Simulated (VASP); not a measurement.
Calculation: PBE GGA, VASP's PBE PAW potentials (set 64) (plane waves; VASP).

VASP ran on this input.

**INCAR**
```
! general
SYSTEM  = CoSi2
PREC    = Accurate
ENCUT   = 400   ! plane-wave cut-off (eV)
LREAL   = .False.   ! projection in real space or not
LASPH   = .True.   ! aspherical one-centre terms

! electronic loop
EDIFF   = 1E-7   ! SCF stop (eV)
NELM    = 100
ALGO    = Normal   ! blocked Davidson
LMAXMIX = 4   ! l cut-off of mixed one-centre charges

! smearing
ISMEAR  = -5   ! tetrahedra, Bloechl

! functional
GGA     = PE

! ions
ISIF    = 2   ! forces and stress, cell fixed

! output
LWAVE   = .False.
LCHARG  = .True.
LORBIT  = 11
NEDOS   = 601

! other
LEFG    = .True.
```

**POSCAR**
```
CoSi2
1
   -0.0000000000     2.6786970421     2.6786970421
    2.6786970421     0.0000000000     2.6786970421
    2.6786970421     2.6786970421    -0.0000000000
Co Si
1 2
Direct
  0.0000000000   0.0000000000   0.0000000000
  0.2500000000   0.2500000000   0.2500000000
  0.7500000000   0.7500000000   0.7500000000
```

KPOINTS:
```
Automatic mesh
0
Gamma
11 11 11
0 0 0
```

POTCAR, in this order: Co Si (PBE.64 set). Program: vasp_std.

The run wrote:

File OSZICAR:
```
       N       E                     dE             d eps       ncg     rms          rms(c)
DAV:   1     0.614264772360E+02    0.61426E+02   -0.59010E+03  1352   0.108E+03
DAV:   2    -0.169141662997E+02   -0.78341E+02   -0.73549E+02  1348   0.236E+02
DAV:   3    -0.206104219476E+02   -0.36963E+01   -0.34571E+01  1732   0.571E+01
DAV:   4    -0.207088652433E+02   -0.98443E-01   -0.98211E-01  1624   0.904E+00
DAV:   5    -0.207116706396E+02   -0.28054E-02   -0.28030E-02  1800   0.158E+00    0.144E+01
DAV:   6    -0.243653505539E+02   -0.36537E+01   -0.40825E+01  1688   0.137E+02    0.179E+01
DAV:   7    -0.193016298254E+02    0.50637E+01   -0.17164E+01  1776   0.107E+02    0.347E+00
DAV:   8    -0.193292557509E+02   -0.27626E-01   -0.10655E+00  1608   0.859E+00    0.189E+00
DAV:   9    -0.192950284275E+02    0.34227E-01   -0.10599E-01  1728   0.693E+00    0.448E-01
DAV:  10    -0.192949657817E+02    0.62646E-04   -0.59042E-03  1680   0.879E-01    0.666E-02
DAV:  11    -0.192949728110E+02   -0.70293E-05   -0.32715E-04  2004   0.319E-01    0.388E-02
DAV:  12    -0.192949942408E+02   -0.21430E-04   -0.49101E-05  1436   0.656E-02    0.245E-02
DAV:  13    -0.192949919629E+02    0.22779E-05   -0.31122E-06  1900   0.157E-02    0.402E-03
DAV:  14    -0.192949909348E+02    0.10281E-05   -0.51235E-07  1548   0.949E-03    0.294E-03
DAV:  15    -0.192949919118E+02   -0.97701E-06   -0.10144E-07   948   0.664E-03    0.864E-04
DAV:  16    -0.192949922018E+02   -0.29002E-06   -0.66169E-08   776   0.192E-03    0.221E-04
DAV:  17    -0.192949922002E+02    0.15430E-08   -0.71831E-09   768   0.127E-03
   1 F= -.19294992E+02 E0= -.19294992E+02  d E =0.000000E+00
```

**OUTCAR**
```
------------------------ aborting loop because EDIFF is reached ----------------------------------------
  FORCE on cell =-STRESS in cart. coord.  units (eV):
  Direction    XX          YY          ZZ          XY          YZ          ZX
  --------------------------------------------------------------------------------------
  Total       -0.0274126     -0.0274126     -0.0274126      0.0000000     -0.0000000      0.0000000
  in kB       -1.1425084     -1.1425084     -1.1425084      0.0000000     -0.0000000      0.0000000
  external PRESSURE =      -1.1425084 kB  Pullay stress =       0.0000000 kB
  volume of cell :       38.44
      direct lattice vectors                 reciprocal lattice vectors
     0.000000000  2.678697042  2.678697042    -0.186657913  0.186657913  0.186657913
     2.678697042  0.000000000  2.678697042     0.186657913 -0.186657913  0.186657913
     2.678697042  2.678697042  0.000000000     0.186657913  0.186657913 -0.186657913
 POSITION                                       TOTAL-FORCE (eV/Angst)
 -----------------------------------------------------------------------------------
      0.00000      0.00000      0.00000        -0.000000     -0.000000     -0.000000
      1.33935      1.33935      1.33935         0.000000      0.000000      0.000000
      4.01805      4.01805      4.01805        -0.000000     -0.000000     -0.000000
 -----------------------------------------------------------------------------------
    total drift:                               -0.000000     -0.000000      0.000000
  FREE ENERGIE OF THE ION-ELECTRON SYSTEM (eV)
  ---------------------------------------------------
  free  energy   TOTEN  =       -19.2949922002 eV

  energy  without entropy=      -19.2949922002  energy(sigma->0) =      -19.29499220

 total charge

# of ion       s       p       d       tot
------------------------------------------
    1        0.540   0.719   7.590   8.849
    2        0.717   0.872   0.000   1.589
    3        0.717   0.872   0.000   1.589
--------------------------------------------------
tot          1.974   2.464   7.590  12.028
```
(Selected blocks of OUTCAR.)

For a metal the tetrahedron method with Blöchl corrections gives inexact stress and forces.

The compound is CoSi2 in the fluorite structure. It was relaxed first. The run is not spin-polarised, so no magnetic state was tried. The electron count is odd and the run is not spin-polarised, which forces a metal.
